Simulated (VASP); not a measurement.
Crystal: GaN.

```xyz
4
Lattice="3.1800 0.0000 0.0000 -1.5900 2.7540 0.0000 0.0000 0.0000 5.1660" Properties=species:S:1:pos:R:3 pbc="T T T"
Ga    0.0000    1.8360    0.0000
Ga    1.5900    0.9180    2.5830
N     0.0000    1.8360    1.9373
N     1.5900    0.9180    4.5203
```

| Property | Result |
| --- | --- |
| Program | VASP 6.6.1 |
| Task | relaxation of cell and atoms |
| Functional | PBE |
| Potentials or basis | VASP PAW PBE potentials, release 64 (Ga_d, N) |
| Cutoff | 520 eV |
| k mesh | 12 × 12 × 6 |
| Occupations | gaussian, width 0.02 eV |
| Spin | no spin polarisation |

At the start: pressure 7.3 GPa; volume 11.31 Å³/atom.

**Question.** Where does the relaxation end?

**Answer.** Over 8 steps the energy falls by 10.4 meV/atom and the volume is 11.76 Å³/atom (+4.0 %); space group P6_3mc (No. 186, to 0.05 Å).

Step by step:
| step | energy change (eV) | largest force (eV/Å) | pressure (GPa) | volume (Å³) |
| --- | --- | --- | --- | --- |
| 1 | 0.0000 | 0.1346 | 7.33 | 45.24 |
| 2 | -0.0112 | 0.0612 | -5.40 | 48.71 |
| 3 | -0.0416 | 0.0120 | -0.01 | 47.05 |
| 4 | -0.0416 | 0.0139 | 0.13 | 47.02 |
| 5 | -0.0416 | 0.0076 | 0.12 | 47.02 |
| 6 | -0.0416 | 0.0024 | 0.12 | 47.02 |
| 7 | -0.0416 | 0.0009 | -0.09 | 47.08 |
| 8 | -0.0416 | 0.0005 | 0.01 | 47.05 |

Final structure:
```
Ga N
1.0
     3.21869    0.00000    0.00000
    -1.60935    2.78747    0.00000
     0.00000    0.00000    5.24433
Ga N
2 2
Direct
  0.33333 0.66667 0.99915
  0.66667 0.33333 0.49915
  0.33333 0.66667 0.37585
  0.66667 0.33333 0.87585
```
